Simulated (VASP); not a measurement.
```
Te
1.0
    2.23989    -3.87961     0.00000
    2.23989     3.87961     0.00000
    0.00000     0.00000     5.90858
Te
3
Direct
  0.00000   0.26747   0.66667
  0.73253   0.73253   0.00000
  0.26747   0.00000   0.33333
```

Level of theory: PW91 GGA, VASP's PBE PAW potentials (set 64) (plane waves; VASP). Settings: 520 eV cut-off, 6×6×4 Γ-centred mesh, Gaussian smearing of 0.050 eV, potentials Te.

### Question
The ions and cell shape at fixed volume are relaxed. What does this cell relax into?

### Answer

```
Te
1.0
    2.22828    -3.85950     0.00000
    2.22828     3.85950     0.00000
    0.00000     0.00000     5.97031
Te
3
Cartesian
  2.83802  -2.80341   3.98021
  3.23710   0.00000   5.97031
  2.83802   2.80341   1.99010
```
Space group P3_121 (152), at a tolerance of 0.03 Å.

### Question
How much energy does the relaxation gain?

### Answer
The energy (σ→0) changes by -3.0 meV/atom, in 6 ionic steps.

```csv
step,E(σ→0) (eV),max force (eV/Å),pressure (GPa),volume (Å³)
1,-9.4777,0.184,1.43,102.69
2,-9.4828,0.122,1.13,102.69
3,-9.4864,0.021,0.40,102.69
4,-9.4867,0.007,0.55,102.69
5,-9.4867,0.010,0.57,102.69
6,-9.4868,0.007,0.57,102.69
```

The compound is Te in the trig structure. This cell is one point of a volume scan, at 0.97 of the reference volume. Symmetry was kept, so distortions that lower it aren't found.
